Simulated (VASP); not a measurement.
VASP input:

**KPOINTS**
```
Automatic mesh
0
Gamma
6 6 6
0 0 0
```

File POSCAR:
```
FeSi
1
    4.3709344354    -0.0000000000     0.0000000000
    0.0000000000     4.3709344354    -0.0000000000
    0.0000000000     0.0000000000     4.3709344354
Fe Si
4 4
Direct
  0.8628096343   0.6371903657   0.3628096343
  0.3628096343   0.8628096343   0.6371903657
  0.1371903657   0.1371903657   0.1371903657
  0.6371903657   0.3628096343   0.8628096343
  0.1590812183   0.3409187817   0.6590812183
  0.6590812183   0.1590812183   0.3409187817
  0.8409187817   0.8409187817   0.8409187817
  0.3409187817   0.6590812183   0.1590812183
```

INCAR:
```
! general
SYSTEM  = FeSi
PREC    = Accurate
ENCUT   = 400
LREAL   = .FALSE.
LASPH   = .TRUE.

! electronic loop
EDIFF   = 1E-7
NELM    = 100
ALGO    = Normal
LMAXMIX = 4

! smearing
ISMEAR  = -5

! ions
ISIF    = 2

! output
LWAVE   = .FALSE.
LCHARG  = .TRUE.
LORBIT  = 11
NEDOS   = 601

! other
LEFG    = .TRUE.
```

POTCAR, in this order: Fe Si (LDA.64 set). Program: vasp_std.

Question: Write an equivalent input for Ansatz.

Answer: One equivalent input (not run):
Ansatz 0.2 input:
```yaml
crystal:
  lattice:
    - [4.3709344, 0.0000000, 0.0000000]
    - [0.0000000, 4.3709344, 0.0000000]
    - [0.0000000, 0.0000000, 4.3709344]
  atoms:
    - { symbol: Fe, position: [0.8628096, 0.6371904, 0.3628096] }
    - { symbol: Fe, position: [0.3628096, 0.8628096, 0.6371904] }
    - { symbol: Fe, position: [0.1371904, 0.1371904, 0.1371904] }
    - { symbol: Fe, position: [0.6371904, 0.3628096, 0.8628096] }
    - { symbol: Si, position: [0.1590812, 0.3409188, 0.6590812] }
    - { symbol: Si, position: [0.6590812, 0.1590812, 0.3409188] }
    - { symbol: Si, position: [0.8409188, 0.8409188, 0.8409188] }
    - { symbol: Si, position: [0.3409188, 0.6590812, 0.1590812] }
kpoints:
  mp_grid: { grid: [6, 6, 6] }
hamiltonian:
  xc: lda
  pseudopotentials: { kind: paw }
scf:
  occupations: { method: tetrahedron }
  max_iter: 100
output: { forces: true, stress: true, eigenvalues: true }
```
What does not carry over: each code has its own PAW files, so the cut-off isn't converted (ENCUT is set for VASP's; basis.ecutwfc is left out, and Ansatz then takes the one that its files recommend); Ansatz stops its SCF on the density residual and VASP on the energy change (EDIFF); Ansatz's lda is the Perdew-Wang form, while the LDA potentials of VASP carry Perdew-Zunger's; the field gradients of LEFG aren't asked of the other code.

The compound is FeSi in the B20 structure. It was relaxed first, which changed the volume by -8 %.
